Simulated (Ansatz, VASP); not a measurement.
# Two plane-wave programs on Bi2PtS6

The input INCAR:

```
  PREC = Accurate
  ENCUT = 520
  EDIFF = 1E-7
  ISMEAR = 0
  SIGMA = 0.1
  LREAL = F
  LASPH = T
  NELM = 100
  ALGO = Normal
  ISIF = 2
  LWAVE = F
  LCHARG = T
  GGA = PE
  LELF = T
  LVHAR = T
  NBANDS = 48
```

The input KPOINTS:

```
Automatic mesh
0
Gamma
  4 4 4
```

The input POSCAR:

```
Bi2PtS6
1.0
    0.0000000000      4.6916678300      4.6916678300
    4.6916678300      0.0000000000      4.6916678300
    4.6916678300      4.6916678300      0.0000000000
Bi Pt S
2 1 6
Direct
    0.2500000000      0.2500000000      0.2500000000
    0.7500000000      0.7500000000      0.7500000000
    0.0000000000      0.0000000000      0.0000000000
    0.7500000000      0.2500000000      0.2500000000
    0.2500000000      0.7500000000      0.7500000000
    0.2500000000      0.7500000000      0.2500000000
    0.7500000000      0.2500000000      0.7500000000
    0.2500000000      0.2500000000      0.7500000000
    0.7500000000      0.7500000000      0.2500000000
```

Input for Ansatz:

```yaml
crystal:
  lattice:
    - [0.0, 4.69166783, 4.69166783]
    - [4.69166783, 0.0, 4.69166783]
    - [4.69166783, 4.69166783, 0.0]
  atoms:
    - { symbol: Bi, position: [0.25, 0.25, 0.25] }
    - { symbol: Bi, position: [0.75, 0.75, 0.75] }
    - { symbol: Pt, position: [0.0, 0.0, 0.0] }
    - { symbol: S, position: [0.75, 0.25, 0.25] }
    - { symbol: S, position: [0.25, 0.75, 0.75] }
    - { symbol: S, position: [0.25, 0.75, 0.25] }
    - { symbol: S, position: [0.75, 0.25, 0.75] }
    - { symbol: S, position: [0.25, 0.25, 0.75] }
    - { symbol: S, position: [0.75, 0.75, 0.25] }
basis:
  ecutwfc: 420
kpoints:
  mp_grid: { grid: [4, 4, 4] }
hamiltonian:
  xc: pbe
scf:
  occupations: { method: gaussian, width: 0.1 }
  lower_state_search: "off"
output:
  forces: true
  stress: true
  eigenvalues: true
```

Change from the starting cell: ordered vacancies on the cation sites of perovskite (Fm-3m, No. 225).

Alike in both runs: task single point; functional PBE; k mesh 4 × 4 × 4; occupations gaussian, width 0.1 eV; no spin polarisation.

|  | VASP | Ansatz |
| --- | --- | --- |
| version | VASP 6.6.1 | Ansatz 0.2.0 |
| potentials or method | VASP PAW PBE potentials, release 64 (Bi_d, Pt, S) | scalar-relativistic, plane waves, PAW |
| plane-wave cutoff (eV) | 520 | 420 |
| valence electrons in the cell | 76 | 84 |

```csv
,VASP,Ansatz,Ansatz less VASP
gap on the k mesh at the Fermi level (eV),none,none,-
pressure (GPa),-4.1,-3.9,+0.19
rms of the force components (eV/Å),0.128,0.115,-0.0135
```

A gap of «none» marks a metal or a gap that the smearing closes. With one functional, cell and mesh, what is left measures potentials, basis and numerics. The two sets of potentials don't hold the same shells in valence.

Caveats: spin-orbit coupling is left out, which moves the levels of the heavy elements.
